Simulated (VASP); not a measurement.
# B2Pd3 (Pm-3m) in VASP: a series of runs

One crystal, B2Pd3, is run at these levels: PBE; tasks: single point, relaxation of cell and atoms.

All numbers are computed with VASP 6.6.1; they aren't measurements. Logs are shortened: lines on timing, memory, paths and dates and some standing lists are left out, and cuts for length are marked.

## 1. Starting point

It takes space group Pm-3m (No. 221, cubic). The conventional cell has a = 4.082 Å, b = 4.082 Å, c = 4.082 Å, α = 90.00°, β = 90.00°, γ = 90.00°. B (site symmetry m-3m) has 12 Pd at 2.89 Å as nearest neighbours. B (site symmetry m-3m) has 6 Pd at 2.04 Å as nearest neighbours. Pd (site symmetry 4/mmm) has 2 B at 2.04 Å as nearest neighbours.

The cell was built by a generator and needn't be a form met in nature.

## 2. Single point, PBE (random cell by space group and Wyckoff sites (Pm-3m, No. 221))

INCAR reads:

```
PREC     = Accurate       # precision mode
ENCUT    = 520            # plane-wave cutoff, eV
EDIFF    = 1E-6           # SCF threshold, eV
ISMEAR   = 0              # smearing method
SIGMA    = 0.1            # smearing width, eV
LREAL    = False          # projectors in reciprocal space
LASPH    = True           # aspherical terms in the spheres
NELM     = 60             # most SCF steps
ALGO     = Normal         # electronic algorithm
ISIF     = 2              # what is computed and relaxed
LWAVE    = False          # write WAVECAR
LCHARG   = True           # write CHGCAR
GGA      = PE             # functional
LELF     = True           # ELF
LVHAR    = True         
NBANDS   = 26             # bands
```

KPOINTS reads:

```
Automatic mesh
0
Gamma
  10 10 10
```

POSCAR reads:

```
B2Pd3
1.0
    4.0820020274      0.0000000000      0.0000000000
    0.0000000000      4.0820020274      0.0000000000
    0.0000000000      0.0000000000      4.0820020274
B Pd
2 3
Direct
    0.0000000000      0.0000000000      0.0000000000
    0.5000000000      0.5000000000      0.5000000000
    0.0000000000      0.5000000000      0.5000000000
    0.5000000000      0.0000000000      0.5000000000
    0.5000000000      0.5000000000      0.0000000000
```

Potentials or basis: VASP PAW PBE potentials, release 64 (B, Pd).

Run with:

```sh
> cat potpaw_PBE.64/B/POTCAR potpaw_PBE.64/Pd/POTCAR > POTCAR
> mpirun -np 1 vasp_std > vasp.out
```

OUTCAR:

```text
PREC = Accurate
   ENCUT = 520
   EDIFF = 1E-6
   ISMEAR = 0
   LREAL = False
   LASPH = True
   NELM = 60
   ISIF = 2
   GGA = PE

 ion  position               nearest neighbor table
   1  0.000  0.000  0.000-
   2  0.500  0.500  0.500-   3 2.04   4 2.04   5 2.04   5 2.04   4 2.04   3 2.04
   3  0.000  0.500  0.500-   2 2.04   2 2.04   5 2.89   5 2.89   4 2.89   4 2.89   4 2.89   5 2.89
                             5 2.89   4 2.89
   4  0.500  0.000  0.500-   2 2.04   2 2.04   5 2.89   5 2.89   3 2.89   3 2.89   5 2.89   5 2.89
                             3 2.89   3 2.89
   5  0.500  0.500  0.000-   2 2.04   2 2.04   4 2.89   3 2.89   3 2.89   4 2.89   4 2.89   4 2.89
                             3 2.89   3 2.89

  LATTYP: Found a simple cubic cell.
 ALAT       =     4.0820020274

  Lattice vectors:

 A1 = (   4.0820020274,   0.0000000000,   0.0000000000)
 A2 = (   0.0000000000,   4.0820020274,   0.0000000000)
 A3 = (   0.0000000000,   0.0000000000,   4.0820020274)

Analysis of symmetry for initial positions (statically):
=====================================================================
 Subroutine PRICEL returns:
 Original cell was already a primitive cell.

 Routine SETGRP: Setting up the symmetry group for a
 simple cubic supercell.

 Subroutine GETGRP returns: Found 48 space group operations
 (whereof 48 operations were pure point group operations)
 out of a pool of 48 trial point group operations.

The static configuration has the point symmetry O_h .

Analysis of symmetry for dynamics (positions and initial velocities):
=====================================================================
 Subroutine PRICEL returns:
 Original cell was already a primitive cell.

 Routine SETGRP: Setting up the symmetry group for a
 simple cubic supercell.

 Subroutine GETGRP returns: Found 48 space group operations
 (whereof 48 operations were pure point group operations)
 out of a pool of 48 trial point group operations.

The dynamic configuration has the point symmetry O_h .

 Subroutine INISYM returns: Found 48 space group operations
 (whereof 48 operations are pure point group operations),
 and found     1 'primitive' translations

----------------------------------------------------------------------------------------

                                     Primitive cell

  volume of cell :      68.0173

  direct lattice vectors                    reciprocal lattice vectors
     4.082002027  0.000000000  0.000000000     0.244977830  0.000000000  0.000000000
     0.000000000  4.082002027  0.000000000     0.000000000  0.244977830  0.000000000
     0.000000000  0.000000000  4.082002027     0.000000000  0.000000000  0.244977830

  length of vectors
     4.082002027  4.082002027  4.082002027     0.244977830  0.244977830  0.244977830

  position of ions in fractional coordinates (direct lattice)
     0.000000000  0.000000000  0.000000000
     0.500000000  0.500000000  0.500000000
     0.000000000  0.500000000  0.500000000
     0.500000000  0.000000000  0.500000000
     0.500000000  0.500000000  0.000000000

  ion indices of the primitive-cell ions
   primitive index   ion index
                 1           1
                 2           2
                 3           3
                 4           4
                 5           5

----------------------------------------------------------------------------------------

 KPOINTS: Automatic mesh

Automatic generation of k-mesh.
 Grid dimensions read from file:
 generate k-points for:   10   10   10

 Generating k-lattice:

  Cartesian coordinates                     Fractional coordinates (reciprocal lattice)
     0.024497783  0.000000000  0.000000000     0.100000000  0.000000000  0.000000000
     0.000000000  0.024497783  0.000000000     0.000000000  0.100000000  0.000000000
     0.000000000  0.000000000  0.024497783     0.000000000  0.000000000  0.100000000

  Length of vectors
     0.024497783  0.024497783  0.024497783

  Shift w.r.t. Gamma in fractional coordinates (k-lattice)
     0.000000000  0.000000000  0.000000000

 Subroutine IBZKPT returns following result:
 ===========================================

 Found     56 irreducible k-points:

 Following reciprocal coordinates:
            Coordinates               Weight
  0.000000  0.000000  0.000000      1.000000
  0.100000  0.000000  0.000000      6.000000
  0.200000  0.000000  0.000000      6.000000
  0.300000  0.000000  0.000000      6.000000
  0.400000  0.000000  0.000000      6.000000
  0.500000  0.000000  0.000000      3.000000
[... 16 lines left out ...]
  0.200000  0.100000  0.100000     24.000000
  0.300000  0.100000  0.100000     24.000000
 [... further k-points ...]
   k-points           NKPTS =     56   k-points in BZ     NKDIM =     56   number of bands    NBANDS=     26
   number of dos      NEDOS =    301   number of ions     NIONS =      5
   total plane-waves  NPLWV =  27000
   dimension x,y,z NGX =    30 NGY =   30 NGZ =   30
   dimension x,y,z NGXF=    60 NGYF=   60 NGZF=   60
   ions per type =               2   3
   NGX,Y,Z   is equivalent  to a cutoff of  12.22, 12.22, 12.22 a.u.
   NGXF,Y,Z  is equivalent  to a cutoff of  24.44, 24.44, 24.44 a.u.
 SYSTEM =  unknown system
   PREC   = accura    normal or accurate (medium, high low for compatibility)
   ISTART =      0    job   : 0-new  1-cont  2-samecut
   ICHARG =      2    charge: 1-file 2-atom 10-const
   ISPIN  =      1    spin polarized calculation?
   LNONCOLLINEAR =      F non collinear calculations
   LSORBIT =      F    spin-orbit coupling
   LASPH  =      T    aspherical Exc in radial PAW
   ENCUT  =  520.0 eV  38.22 Ry    6.18 a.u.   7.59  7.59  7.59*2*pi/ulx,y,z
   NELM   =     60;   NELMIN=  2; NELMDL= -5     # of ELM steps
   EDIFF  = 0.1E-05   stopping-criterion for ELM
   LREAL  =      F    real-space projection
[... 7 lines left out ...]
   TEBEG  =    0.0;   TEEND  =   0.0 temperature during run
   PSTRESS=    0.0 pullay stress
   NELECT =      36.0000    total number of electrons
   NUPDOWN=      -1.0000    fix difference up-down
   EMIN   =  10.00;   EMAX   =-10.00  energy-range for DOS
   EFERMI =   0.00;   METHOD = LEGACY
   ISMEAR =     0;   SIGMA  =   0.10  broadening in eV -4-tet -1-fermi 0-gaus
   EFERMI_NEDOS =   21; number of points for ismear=-14 and -15
   IALGO  =     38    algorithm
   IMIX   =      4    mixing-type and parameters
     AMIX     =   0.40;   BMIX     =  1.00
     AMIX_MAG =   1.60;   BMIX_MAG =  1.00
  volume/ion in A,a.u.               =      13.60        91.80
  Fermi-wavevector in a.u.,A,eV,Ry     =   1.324247  2.502465 23.859599  1.753631
  Thomas-Fermi vector in A             =   2.453796
   LORBIT       =      0    0 simple, 1 ext, 2 COOP (PROOUT), +10 PAW based schemes
   GGA     = PE    functional components
   LHFCALC =     F    Hartree Fock is set to
   AEXX    =    0.0000 exact exchange contribution
   IVDW    =     0    specifies the selected vdW correction
   LEPSILON=     F    determine dielectric tensor
   LRPA    =     F    only Hartree local field effects (RPA)
 non-spin polarized calculation
 Gauss-broadening in eV      SIGMA  =   0.10
  energy-cutoff  :      520.00
  volume of cell :       68.02
 maximum number of plane-waves:      1856
   NGX = 15   NGY = 15   NGZ = 15

 number of electron      36.0000013 magnetization

 Free energy of the ion-electron system (eV)
  ---------------------------------------------------
  ext. energy  EPLUGINS =         0.00000000
  ---------------------------------------------------
  free energy    TOTEN  =       -25.86599253 eV

  energy without entropy =      -25.85201352  energy(sigma->0) =      -25.85900303

 E-fermi :   7.8215     XC(G=0): -12.0047

 val. band max:        7.8047018139   @ k =   0.3000   0.3000   0.3000
 cond. band min:       7.8557705613   @ k =   0.5000   0.3000   0.2000
 fundamental gap:      0.0510687474
 Fermi energy:         7.8215426703

 k-point     1 :       0.0000    0.0000    0.0000
  band No.  band energies     occupation
      1      -3.4269      2.00000
      2      -0.0964      2.00000
      3       2.7109      2.00000
      4       2.7109      2.00000
      5       2.7109      2.00000
      6       3.6849      2.00000
[... 18 lines left out ...]
     25      14.4513      0.00000
     26      18.0457      0.00000

 k-point     2 :       0.1000    0.0000    0.0000
  band No.  band energies     occupation
      1      -3.3485      2.00000
      2      -0.0334      2.00000
      3       2.7278      2.00000
      4       2.7352      2.00000
      5       2.7352      2.00000
      6       3.6544      2.00000
[... 18 lines left out ...]
     25      14.6980      0.00000
     26      18.0965      0.00000

 k-point     3 :       0.2000    0.0000    0.0000
  band No.  band energies     occupation
      1      -3.1238      2.00000
      2       0.1436      2.00000
      3       2.7736      2.00000
      4       2.8099      2.00000
      5       2.8099      2.00000
      6       3.4549      2.00000
[... 18 lines left out ...]
     25      15.3914      0.00000
     26      18.2083      0.00000

 k-point     4 :       0.3000    0.0000    0.0000
  band No.  band energies     occupation
      1      -2.7922      2.00000
      2       0.3840      2.00000
      3       2.6380      2.00000
      4       2.8335      2.00000
      5       2.9389      2.00000
      6       2.9389      2.00000
[... 18 lines left out ...]
     25      16.3437      0.00000
     26      17.0824      0.00000

 k-point     5 :       0.4000    0.0000    0.0000
  band No.  band energies     occupation
      1      -2.4517      2.00000
      2       0.5522      2.00000
      3       2.0613      2.00000
      4       2.8851      2.00000
      5       2.9314      2.00000
      6       3.1223      2.00000
[... 18 lines left out ...]
     25      16.1981      0.00000
     26      17.1740      0.00000

 k-point     6 :       0.5000    0.0000    0.0000
  band No.  band energies     occupation
      1      -2.2927      2.00000
      2       0.5627      2.00000
      3       1.9438      2.00000
      4       2.7068      2.00000
      5       2.9056      2.00000
      6       3.2796      2.00000
[... 427 lines left out ...]
 k-point    21 :       0.5000    0.5000    0.0000
  band No.  band energies     occupation
      1      -0.9610      2.00000
      2       0.8926      2.00000
      3       0.8926      2.00000
      4       1.3411      2.00000
      5       2.3698      2.00000
      6       3.6513      2.00000
[... 18 lines left out ...]
     25      14.0875      0.00000
     26      16.3103      0.00000

 k-point    22 :       0.1000    0.1000    0.1000
  band No.  band energies     occupation
      1      -3.1925      2.00000
      2       0.0905      2.00000
      3       2.6533      2.00000
      4       2.8132      2.00000
      5       2.8132      2.00000
      6       3.7412      2.00000
[... 18 lines left out ...]
     25      14.8662      0.00000
     26      18.1692      0.00000

 k-point    23 :       0.2000    0.1000    0.1000
  band No.  band energies     occupation
      1      -2.9690      2.00000
      2       0.2626      2.00000
      3       2.6285      2.00000
      4       2.8229      2.00000
      5       2.8675      2.00000
      6       3.4281      2.00000
[... 18 lines left out ...]
     25      15.5614      0.00000
     26      17.1509      0.00000

 k-point    24 :       0.3000    0.1000    0.1000
  band No.  band energies     occupation
      1      -2.6377      2.00000
      2       0.4934      2.00000
      3       2.3899      2.00000
      4       2.6515      2.00000
      5       2.8490      2.00000
      6       3.1938      2.00000
[... 18 lines left out ...]
     25      16.2916      0.00000
     26      16.4085      0.00000

 [... further k-points ...]
[... 5 lines left out ...]
  --------------------------------------------------------------------------------------
  -------------------------------------------------------------------------------------
  Total        0.0616802      0.0616802      0.0616802      0.0000000      0.0000000      0.0000000
  in kB        1.4529023      1.4529023      1.4529023      0.0000000      0.0000000      0.0000000
  external PRESSURE =       1.4529023 kB  Pullay stress =       0.0000000 kB

 VOLUME and BASIS-vectors are now :
 -----------------------------------------------------------------------------
  energy-cutoff  :      520.00
  volume of cell :       68.02
      direct lattice vectors                 reciprocal lattice vectors
     4.082002027  0.000000000  0.000000000     0.244977830  0.000000000  0.000000000
     0.000000000  4.082002027  0.000000000     0.000000000  0.244977830  0.000000000
     0.000000000  0.000000000  4.082002027     0.000000000  0.000000000  0.244977830

 POSITION                                       TOTAL-FORCE (eV/Angst)
 -----------------------------------------------------------------------------------
      0.00000      0.00000      0.00000         0.000000      0.000000      0.000000
      2.04100      2.04100      2.04100         0.000000      0.000000      0.000000
      0.00000      2.04100      2.04100         0.000000      0.000000      0.000000
      2.04100      0.00000      2.04100         0.000000      0.000000      0.000000
      2.04100      2.04100      0.00000         0.000000      0.000000      0.000000
 -----------------------------------------------------------------------------------
    total drift:                                0.000000      0.000000     -0.000000

  FREE ENERGIE OF THE ION-ELECTRON SYSTEM (eV)
  ---------------------------------------------------
  free  energy   TOTEN  =       -25.8659925304 eV

  energy  without entropy=      -25.8520135218  energy(sigma->0) =      -25.85900303
```

Run time: 1.7 min. Hardware: 1 thread of Intel Xeon Platinum 8259CL at 2.50GHz (Skylake/Cascade Lake), shared host; peak memory 0.22 GiB.

Results:

```
Free energy            : -25.8660 eV
Pressure               : 0.1 GPa
Band gap on the k mesh : none (metal or under the smearing width)
```

[end of part 1 of 2]
